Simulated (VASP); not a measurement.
Band gaps of Se (space group P3_221) from VASP (PAW), without and with spin-orbit coupling. Semilocal levels are at their own relaxed cell, hybrids and mBJ at PBE's; 0.00 means no gap at that level.

The cell of the r2SCAN run:

```
CELL_PARAMETERS angstrom
      4.49824     0.00000     0.00000
     -2.24912     3.89559     0.00000
      0.00000     0.00000     4.99222
ATOMIC_POSITIONS crystal
  Se 0.21752 0.00000 0.16667
  Se 0.00000 0.21752 0.83333
  Se 0.78248 0.78248 0.50000
```

```tsv
level	gap without SOC (eV)	gap with SOC (eV)	shift (eV)
r2SCAN	1.31	?	?
```

Task: Fill in the missing entries.

Result: 
- r2SCAN, gap with SOC (eV): 1.29
- r2SCAN, shift (eV): -0.02

Only levels that ran to the end are used. Left out are those held back, those with too coarse a band path, GW runs whose mesh misses a band edge, hybrids' fits of cells that aren't cubic and levels without matching references; a question may draw on a part of the rest.

The structure comes from a measured Se entry (P3_221) of the Crystallography Open Database, whose conditions weren't checked. It was relaxed first, which changed the volume by +8 %. Symmetry was kept, so distortions that lower it aren't found.
